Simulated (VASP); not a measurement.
Method: PBEsol GGA, VASP's PBE PAW potentials (set 64) (plane waves; VASP 6.6.1).

A VASP calculation is set up with these files.

POSCAR:
```
CeO2(111) slab
1
    3.8166743866     0.0000000000     0.0000000000
   -1.9083371933     3.3053368283     0.0000000000
    0.0000000000     0.0000000000    24.3145018279
O Ce
6 3
Direct
  0.6666670000   0.3333330000   0.3416916513
  0.3333330000   0.6666670000   0.4673862589
  0.0000000000   0.0000000000   0.4049703353
  0.0000000000   0.0000000000   0.5950296647
  0.6666670000   0.3333330000   0.5326137411
  0.3333330000   0.6666670000   0.6583083487
  0.3333330000   0.6666670000   0.3727482514
  0.0000000000   0.0000000000   0.5000000000
  0.6666670000   0.3333330000   0.6272517486
```

INCAR:
```
ALGO = Normal
DIPOL = 0.5 0.5 0.5
EDIFF = 1E-6
ENCUT = 450
GGA = PS
IDIPOL = 3
ISMEAR = 0
LASPH = T
LCHARG = F
LDIPOL = T
LMAXMIX = 6
LORBIT = 11
LREAL = F
LVHAR = T
LWAVE = F
NELM = 100
NELMIN = 4
PREC = Normal
SIGMA = 0.05
SYSTEM = CeO2(111) slab
```

File KPOINTS:
```
Automatic mesh
0
Gamma
6 6 1
0 0 0
```

POTCAR, in this order: O Ce (PBE.64 set). Program: vasp_std. Read from the step before: WAVECAR.

The run wrote:

File OUTCAR:
```
 ion  position               nearest neighbor table
   1  0.667  0.333  0.342-   7 2.33   7 2.33   7 2.33
   2  0.333  0.667  0.467-   7 2.30   8 2.34   8 2.34   8 2.34
   3  0.000  0.000  0.405-   8 2.31   7 2.34   7 2.34   7 2.34
   4  0.000  0.000  0.595-   8 2.31   9 2.34   9 2.34   9 2.34
   5  0.667  0.333  0.533-   9 2.30   8 2.34   8 2.34   8 2.34
   6  0.333  0.667  0.658-   9 2.33   9 2.33   9 2.33
   7  0.333  0.667  0.373-   2 2.30   1 2.33   1 2.33   1 2.33   3 2.34   3 2.34   3 2.34
   8  0.000  0.000  0.500-   3 2.31   4 2.31   2 2.34   5 2.34   2 2.34   5 2.34   5 2.34   2 2.34
  LATTYP: Found a hexagonal cell.
 ALAT       =     3.8166743866
 C/A-ratio  =     6.3705989469
 Subroutine PRICEL returns:
 Original cell was already a primitive cell.
 Subroutine GETGRP returns: Found 12 space group operations
The static configuration has the point symmetry D_3d.
The dynamic configuration has the point symmetry D_3d.
 Subroutine INISYM returns: Found 12 space group operations
 Subroutine IBZKPT returns following result:
 Found      7 irreducible k-points:

 Following reciprocal coordinates:
            Coordinates               Weight
  0.000000  0.000000  0.000000      1.000000
  0.166667 -0.000000  0.000000      6.000000
  0.333333 -0.000000  0.000000      6.000000
  0.500000 -0.000000  0.000000      3.000000
  0.166667  0.166667  0.000000      6.000000
  0.333333  0.166667  0.000000     12.000000
  0.333333  0.333333  0.000000      2.000000
   k-points           NKPTS =      7   k-points in BZ     NKDIM =      7   number of bands    NBANDS=     43
   number of dos      NEDOS =    301   number of ions     NIONS =      9
   total plane-waves  NPLWV =  50400
   dimension x,y,z NGX =    20 NGY =   20 NGZ =  126
   dimension x,y,z NGXF=    40 NGYF=   40 NGZF=  252
   ions per type =               6   3
   PREC   = normal    normal or accurate (medium, high low for compatibility)
   ISTART =      1    job   : 0-new  1-cont  2-samecut
   ICHARG =      0    charge: 1-file 2-atom 10-const
   ISPIN  =      1    spin polarized calculation?
   LNONCOLLINEAR =      F non collinear calculations
   LSORBIT =      F    spin-orbit coupling
   INIWAV =      1    electr: 0-lowe 1-rand  2-diag
   ENCUT  =  450.0 eV  33.07 Ry    5.75 a.u.   6.60  6.60 42.06*2*pi/ulx,y,z
   NELM   =    100;   NELMIN=  4; NELMDL=  0     # of ELM steps
   EDIFF  = 0.1E-05   stopping-criterion for ELM
   LREAL  =      F    real-space projection
   NLSPLINE    = F    spline interpolate recip. space projectors
   LMAXMIX     =    6 max onsite mixed and CHGCAR
   VOSKOWN=      0    Vosko Wilk Nusair interpolation
   EDIFFG = 0.1E-04   stopping-criterion for IOM
   NSW    =      0    number of steps for IOM
   NBLOCK =      1;   KBLOCK =      1    inner block; outer block
   IBRION =     -1    ionic relax: 0-MD 1-quasi-New 2-CG
   NFREE  =      0    steps in history (QN), initial steepest desc. (CG)
   ISIF   =      2    stress and relaxation
   ISYM   =      2    0-nonsym 1-usesym 2-fastsym
   TEIN   =    0.0    initial temperature
   TEBEG  =    0.0;   TEEND  =   0.0 temperature during run
   SMASS  =  -3.00    Nose mass-parameter (am)
   PSTRESS=    0.0 pullay stress
   NELECT =      72.0000    total number of electrons
   EFERMI =   0.00;   METHOD = LEGACY
   ISMEAR =     0;   SIGMA  =   0.05  broadening in eV -4-tet -1-fermi 0-gaus
   IALGO  =     38    algorithm
   LDIAG  =      T    sub-space diagonalisation (order eigenvalues)
   IMIX   =      4    mixing-type and parameters
     AMIX     =   0.40;   BMIX     =  1.00
     AMIX_MAG =   1.60;   BMIX_MAG =  1.00
     AMIN     =   0.10
   GGA     = PS    functional components
   VOSKOWN =     0    Vosko Wilk Nusair interpolation
   LHFCALC =     F    Hartree Fock is set to
   LHFONE  =     F    Hartree Fock one center treatment
   AEXX    =    0.0000 exact exchange contribution
...
```

OSZICAR:
```
       N       E                     dE             d eps       ncg     rms          rms(c)
DAV:   1    -0.814044426821E+02   -0.81404E+02   -0.19382E-03   988   0.227E-01    0.123E-01
DAV:   2    -0.814046379542E+02   -0.19527E-03   -0.77484E-03  1020   0.484E-01    0.214E-01
DAV:   3    -0.814042733054E+02    0.36465E-03   -0.31111E-03   996   0.336E-01    0.289E-02
DAV:   4    -0.814042747222E+02   -0.14168E-05   -0.17199E-04   924   0.736E-02    0.142E-02
DAV:   5    -0.814042742805E+02    0.44174E-06   -0.17604E-05   868   0.281E-02    0.602E-03
DAV:   6    -0.814042736259E+02    0.65453E-06   -0.43523E-06   644   0.136E-02
   1 F= -.81404274E+02 E0= -.81404274E+02  d E =-.851768E-19
```

File OUTCAR:
```
------------------------ aborting loop because EDIFF is reached ----------------------------------------
  FORCE on cell =-STRESS in cart. coord.  units (eV):
  Direction    XX          YY          ZZ          XY          YZ          ZX
  --------------------------------------------------------------------------------------
  Total       -6.4799866     -6.4799860     -1.0362193      0.0000000      0.0000000      0.0000000
  in kB      -33.8468676    -33.8468646     -5.4124767      0.0000000      0.0000000      0.0000000
  external PRESSURE =     -24.3687363 kB  Pullay stress =       0.0000000 kB
  volume of cell :      306.74
      direct lattice vectors                 reciprocal lattice vectors
     3.816674387  0.000000000  0.000000000     0.262008204  0.151270514  0.000000000
    -1.908337193  3.305336828  0.000000000     0.000000000  0.302541027  0.000000000
     0.000000000  0.000000000 24.314501828     0.000000000  0.000000000  0.041127719
 POSITION                                       TOTAL-FORCE (eV/Angst)
 -----------------------------------------------------------------------------------
      1.90834      1.10178      8.30806         0.000000      0.000000      0.009116
     -0.00000      2.20356     11.36426         0.000000     -0.000000      0.018259
      0.00000      0.00000      9.84665        -0.000000     -0.000000     -0.004150
      0.00000      0.00000     14.46785        -0.000000      0.000000      0.004150
      1.90834      1.10178     12.95024        -0.000000      0.000000     -0.018259
     -0.00000      2.20356     16.00644         0.000000      0.000000     -0.009116
     -0.00000      2.20356      9.06319        -0.000000      0.000000     -0.027528
      0.00000      0.00000     12.15725        -0.000000      0.000000      0.000000
      1.90834      1.10178     15.25131         0.000000      0.000000      0.027528
 -----------------------------------------------------------------------------------
    total drift:                                0.000000     -0.000000      0.000000
  FREE ENERGIE OF THE ION-ELECTRON SYSTEM (eV)
  ---------------------------------------------------
  free  energy   TOTEN  =       -81.4042736259 eV

  energy  without entropy=      -81.4042736259  energy(sigma->0) =      -81.40427363

 total charge

# of ion       s       p       d       f       tot
--------------------------------------------------
    1        1.582   3.376   0.000   0.000   4.958
    2        1.582   3.434   0.000   0.000   5.016
    3        1.584   3.426   0.000   0.000   5.010
    4        1.584   3.426   0.000   0.000   5.010
    5        1.582   3.434   0.000   0.000   5.016
    6        1.582   3.376   0.000   0.000   4.958
    7        2.003   5.775   0.894   0.971   9.644
    8        2.007   5.796   0.923   0.967   9.693
    9        2.003   5.775   0.894   0.971   9.644
--------------------------------------------------
tot         15.509  37.819   2.711   2.909  58.948
```
(Selected blocks of OUTCAR.)

**OUTCAR**
```
 val. band max:       -1.8586819728   @ k =   0.3333  -0.0000   0.0000

 cond. band min:       0.0922571236   @ k =   0.0000   0.0000   0.0000


 Fermi energy:        -1.5479501559

 k-point     1 :       0.0000    0.0000    0.0000
  band No.  band energies     occupation
      1     -34.2972      2.00000
      2     -34.2213      2.00000
      3     -34.1264      2.00000
      4     -20.1840      2.00000
      5     -19.2683      2.00000
      6     -17.9090      2.00000
      7     -17.9009      2.00000
      8     -17.4170      2.00000
      9     -17.3018      2.00000
     10     -16.6614      2.00000
     11     -16.6614      2.00000
     12     -16.5479      2.00000
     13     -16.5478      2.00000
     14     -16.4637      2.00000
     15     -16.4637      2.00000
     16     -15.9615      2.00000
     17     -15.0210      2.00000
     18     -14.1680      2.00000
     19      -5.6836      2.00000
     20      -5.6834      2.00000
     21      -5.3989      2.00000
     22      -5.1551      2.00000
     23      -5.1549      2.00000
     24      -4.9201      2.00000
     25      -4.9199      2.00000
     26      -4.1201      2.00000
     27      -3.1095      2.00000
     28      -2.7723      2.00000
     29      -2.7693      2.00000
     30      -2.7600      2.00000
     31      -2.7597      2.00000
     32      -2.6783      2.00000
     33      -2.3141      2.00000
     34      -2.3139      2.00000
     35      -2.2711      2.00000
     36      -2.2709      2.00000
     37       0.0923      0.00000
     38       0.2489      0.00000
     39       0.2489      0.00000
     40       0.2783      0.00000
     41       0.2783      0.00000
     42       0.2972      0.00000
     43       0.3748      0.00000

 k-point     2 :       0.1667   -0.0000    0.0000
  band No.  band energies     occupation
      1     -34.2516      2.00000
      2     -34.1851      2.00000
      3     -34.0996      2.00000
      4     -20.1153      2.00000
      5     -19.4981      2.00000
...
```

At this cut-off the stress carries a Pulay error, which pulls relaxed volumes low.

The cell is a thin slab with vacuum, built from CeO2 (fluorite): (111) face. The run is not spin-polarised, so no magnetic state was tried.
